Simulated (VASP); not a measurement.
The cell holds one CdI₂ (1T layered) monolayer, with vacuum along c. Ionisation potential and electron affinity count from the cell's own band edges, surface states included.

Consider the following.

```
CdI2
1.0
    4.15423     0.00000     0.00000
   -2.07712     3.59767     0.00000
    0.00000     0.00000    19.13090
I Cd
2 1
Direct
  0.66667   0.33333   0.41095
  0.33333   0.66667   0.58905
  0.00000   0.00000   0.50000
```

Method: LDA (Ceperley-Alder, Perdew-Zunger), VASP's LDA PAW potentials (set 64) (plane waves; VASP). Numerical set-up: 400 eV cut-off, 12×12×1 Γ-centred mesh, Gaussian smearing of 0.050 eV, potentials I Cd.

Unless said otherwise, spin-orbit coupling is left out, though it shifts the bands of the heavy elements here.

### Question
Predict its energy to cut it from the bulk, per area, ionisation potential, electron affinity, band gap (on the k-mesh).

### Answer

energy to cut it from the bulk, per area: 7.9 meV/Å²
ionisation potential: 6.35 eV
electron affinity: 4.03 eV
band gap (on the k-mesh): 2.32 eV

The cell is a sheet with vacuum, built from CdI2 (1T layered).
